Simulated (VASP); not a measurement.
# WAu: single point with PBE

Crystal: WAu.

```xyz
2
Lattice="0.0000 2.9092 2.9092 2.9092 0.0000 2.9092 2.9092 2.9092 0.0000" Properties=species:S:1:pos:R:3 pbc="T T T"
W     0.0000    0.0000    0.0000
Au    4.3638    4.3638    4.3638
```

The cell was built by a generator and needn't be a form met in nature.

| Quantity | Value |
| --- | --- |
| Program | VASP 6.6.1 |
| Task | single point |
| Functional | PBE |
| Potentials or basis | VASP PAW PBE potentials, release 64 (W_sv, Au) |
| Cutoff | 520 eV |
| k mesh | 8 × 8 × 8 |
| Occupations | fermi-dirac, width 0.05 eV |
| Spin | no spin polarisation |

| Item | Value |
| --- | --- |
| Pressure | 0.0 GPa |
| Band gap on the k mesh | none (metal or under the smearing width) |

Levels at points of the mesh, in eV from the Fermi level:
```tsv
k point	band 10	band 11	band 12	band 13	band 14	band 15	band 16	band 17
(0.00, 0.00, 0.00)	-5.62	-0.73	-0.73	-0.73	1.52	1.52	8.36	11.06
(0.50, 0.00, 0.00)	-4.96	-1.83	-0.26	-0.26	1.35	1.35	1.98	7.74
(0.50, 0.50, 0.00)	-3.99	-2.75	0.37	1.24	1.45	1.45	2.70	3.38
```

It took 9.3 s on 1 thread of Intel(R) Xeon(R) 6975P-C (Granite Rapids), on a shared host, peak memory 0.18 GiB.

Spin-orbit coupling is left out, which matters for the levels of Au, W.
